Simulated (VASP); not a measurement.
```xyz
3
Lattice="0.0000 3.4601 3.4601 3.4601 0.0000 3.4601 3.4601 3.4601 0.0000" Properties=species:S:1:pos:R:3 pbc="T T T"
Sr     0.0000     0.0000     0.0000
Cl     1.7301     1.7301     1.7301
Cl     5.1902     5.1902     5.1902
```

Calculation: PBEsol GGA, VASP's PBE PAW potentials (set 64) (plane waves; VASP). Numerical set-up: 500 eV cut-off, 6×6×6 Γ-centred mesh, Gaussian smearing of 0.050 eV, potentials Sr_sv Cl.

Energy and stress use the plane-wave basis of the starting cell.

Task: The ions, cell shape and volume at an external pressure of 5.0 GPa are relaxed. Predict the relaxed structure.

Result: 
```xyz
3
Lattice="0.0000 3.3410 3.3410 3.3410 0.0000 3.3410 3.3410 3.3410 0.0000" Properties=species:S:1:pos:R:3 pbc="T T T"
Sr     0.0000     0.0000     0.0000
Cl     1.6705     1.6705     1.6705
Cl     5.0115     5.0115     5.0115
```
Space group Fm-3m (225), at a tolerance of 0.03 Å.

Task: How do energy and volume change from the first to the last step?

Result: The energy (σ→0) changes by +38.4 meV/atom and the volume by -10.0 %, in 3 ionic steps.

The compound is SrCl2 in the fluorite structure. This run relaxes it under an external pressure of 5 GPa. Symmetry was kept, so distortions that lower it aren't found.
